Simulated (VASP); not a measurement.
Level of theory: r2SCAN meta-GGA, VASP's PBE PAW potentials (set 64) (plane waves; VASP 6.6.1).

VASP input:

File KPOINTS:
```
Automatic mesh
0
Gamma
7 7 7
```

**POSCAR**
```
VAs
1
    0.0000000000     2.8398654791     2.8398654791
    2.8398654791     0.0000000000     2.8398654791
    2.8398654791     2.8398654791     0.0000000000
V As
1 1
Direct
  0.0000000000   0.0000000000   0.0000000000
  0.2500000000   0.2500000000   0.2500000000
```

### INCAR
```
ALGO=Normal
EDIFF=1E-6
EDIFFG=-0.01
ENCUT=400
IBRION=2
ISIF=3
ISMEAR=0
ISPIN=2
LASPH=.TRUE.
LCHARG=.FALSE.
LMAXMIX=4
LMIXTAU=.TRUE.
LORBIT=10
LREAL=.FALSE.
LWAVE=.FALSE.
MAGMOM=-2.1 0.2
METAGGA=R2SCAN
NELM=100
NSW=60
PREC=Accurate
SIGMA=0.05
SYSTEM=VAs
```

POTCAR, in this order: V_sv As (PBE.64 set). Program: vasp_std.

Output

### OSZICAR
```
       N       E                     dE             d eps       ncg     rms          rms(c)
DAV:   1     0.887158276217E+02    0.88716E+02   -0.81184E+03  1200   0.103E+03
DAV:   2    -0.305192623156E+02   -0.11924E+03   -0.11628E+03  1204   0.312E+02
DAV:   3    -0.345348159680E+02   -0.40156E+01   -0.39739E+01  1432   0.592E+01
DAV:   4    -0.345723886650E+02   -0.37573E-01   -0.37509E-01  1216   0.614E+00
DAV:   5    -0.345727728778E+02   -0.38421E-03   -0.38412E-03  1414   0.632E-01    0.168E+01
DAV:   6    -0.298414683126E+02    0.47313E+01   -0.26415E+01  1270   0.585E+01    0.132E+01
DAV:   7    -0.290527059329E+02    0.78876E+00   -0.66058E+00  1132   0.326E+01    0.326E+00
DAV:   8    -0.290593932388E+02   -0.66873E-02   -0.41735E-01  1210   0.534E+00    0.169E+00
DAV:   9    -0.290259234982E+02    0.33470E-01   -0.27217E-01  1138   0.412E+00    0.694E-01
DAV:  10    -0.290419032847E+02   -0.15980E-01   -0.13058E-01  1132   0.311E+00    0.391E-01
DAV:  11    -0.291015136738E+02   -0.59610E-01   -0.32874E-02  1120   0.140E+00    0.193E-01
DAV:  12    -0.291009462931E+02    0.56738E-03   -0.24782E-03  1192   0.504E-01    0.556E-02
DAV:  13    -0.291022397623E+02   -0.12935E-02   -0.65876E-04  1132   0.247E-01    0.407E-02
DAV:  14    -0.291022568049E+02   -0.17043E-04   -0.26042E-05  1342   0.499E-02    0.183E-02
DAV:  15    -0.291022592710E+02   -0.24662E-05   -0.64316E-06  1126   0.238E-02    0.445E-03
DAV:  16    -0.291022775293E+02   -0.18258E-04   -0.13833E-05  1120   0.351E-02    0.293E-03
DAV:  17    -0.291022774302E+02    0.99087E-07   -0.11668E-06   944   0.909E-03
   1 F= -.29102277E+02 E0= -.29102276E+02  d E =-.291023E+02  mag=    -1.9999
       N       E                     dE             d eps       ncg     rms          rms(c)
DAV:   1    -0.291144057867E+02   -0.12128E-01   -0.19525E-01  1138   0.623E+00    0.102E+00
DAV:   2    -0.291057757415E+02    0.86300E-02   -0.74499E-02  1138   0.365E+00    0.676E-01
DAV:   3    -0.291026389259E+02    0.31368E-02   -0.91507E-03  1138   0.129E+00    0.107E-01
DAV:   4    -0.291023973349E+02    0.24159E-03   -0.10411E-03  1120   0.199E-01    0.708E-02
DAV:   5    -0.291024500983E+02   -0.52763E-04   -0.13922E-04  1168   0.149E-01    0.341E-02
DAV:   6    -0.291024391577E+02    0.10941E-04   -0.72867E-06  1312   0.243E-02    0.195E-02
DAV:   7    -0.291024410508E+02   -0.18931E-05   -0.54971E-06  1132   0.223E-02    0.352E-03
DAV:   8    -0.291024405537E+02    0.49710E-06   -0.60870E-07   710   0.783E-03
   2 F= -.29102441E+02 E0= -.29102439E+02  d E =-.163123E-03  mag=    -2.0000
       N       E                     dE             d eps       ncg     rms          rms(c)
DAV:   1    -0.291034366115E+02   -0.99556E-03   -0.15432E-02  1138   0.176E+00    0.289E-01
DAV:   2    -0.291028009283E+02    0.63568E-03   -0.61612E-03  1144   0.105E+00    0.195E-01
DAV:   3    -0.291024776783E+02    0.32325E-03   -0.74473E-04  1144   0.370E-01    0.298E-02
DAV:   4    -0.291024861755E+02   -0.84972E-05   -0.92959E-05  1126   0.619E-02    0.216E-02
DAV:   5    -0.291024703076E+02    0.15868E-04   -0.15311E-05  1156   0.495E-02    0.972E-03
DAV:   6    -0.291024739859E+02   -0.36784E-05   -0.66805E-07   668   0.770E-03    0.588E-03
DAV:   7    -0.291024733222E+02    0.66371E-06   -0.50846E-07   608   0.731E-03
   3 F= -.29102473E+02 E0= -.29102472E+02  d E =-.195892E-03  mag=    -2.0000
```

File OUTCAR:
```
------------------------ aborting loop because EDIFF is reached ----------------------------------------
  FORCE on cell =-STRESS in cart. coord.  units (eV):
  Direction    XX          YY          ZZ          XY          YZ          ZX
  --------------------------------------------------------------------------------------
  Total        0.0056850      0.0056850      0.0056850      0.0000000      0.0000000      0.0000000
  in kB        0.1997307      0.1997307      0.1997307      0.0000000      0.0000000      0.0000000
  external PRESSURE =       0.1997307 kB  Pullay stress =       0.0000000 kB
  volume of cell :       45.60
      direct lattice vectors                 reciprocal lattice vectors
     0.000000000  2.835669378  2.835669378    -0.176325211  0.176325211  0.176325211
     2.835669378  0.000000000  2.835669378     0.176325211 -0.176325211  0.176325211
     2.835669378  2.835669378 -0.000000000     0.176325211  0.176325211 -0.176325211
 POSITION                                       TOTAL-FORCE (eV/Angst)
 -----------------------------------------------------------------------------------
      0.00000      0.00000      0.00000         0.000000      0.000000      0.000000
      1.41783      1.41783      1.41783        -0.000000     -0.000000     -0.000000
 -----------------------------------------------------------------------------------
    total drift:                               -0.000000     -0.000000     -0.000000
  FREE ENERGIE OF THE ION-ELECTRON SYSTEM (eV)
  ---------------------------------------------------
  free  energy   TOTEN  =       -29.1024733222 eV

  energy  without entropy=      -29.1024701489  energy(sigma->0) =      -29.10247174

 total charge

# of ion       s       p       d       tot
------------------------------------------
    1        2.228   6.136   3.056  11.420
    2        1.213   1.717   0.033   2.962
--------------------------------------------------
tot          3.441   7.853   3.089  14.383

 magnetization (x)

# of ion       s       p       d       tot
------------------------------------------
    1       -0.023  -0.004  -2.049  -2.076
    2        0.020   0.198  -0.024   0.195
--------------------------------------------------
tot         -0.003   0.195  -2.073  -1.881

 reached required accuracy - stopping structural energy minimisation
```
(Selected blocks of OUTCAR.)

**CONTCAR**
```
VAs
   1.00000000000000
     0.0000000000000000    2.8356693780158659    2.8356693780158659
     2.8356693780158659    0.0000000000000000    2.8356693780158659
     2.8356693780158659    2.8356693780158659   -0.0000000000000000
  V               As
     1     1
Direct
     0.0000000000000000    0.0000000000000000    0.0000000000000000
     0.2500000000000000    0.2500000000000000    0.2500000000000000
```

The structure was generated: VAs was put into the zinc blende type (F-43m), which need not be its known phase. This run relaxes it. Symmetry was kept, so distortions that lower it aren't found. The start is the result of an earlier pass.
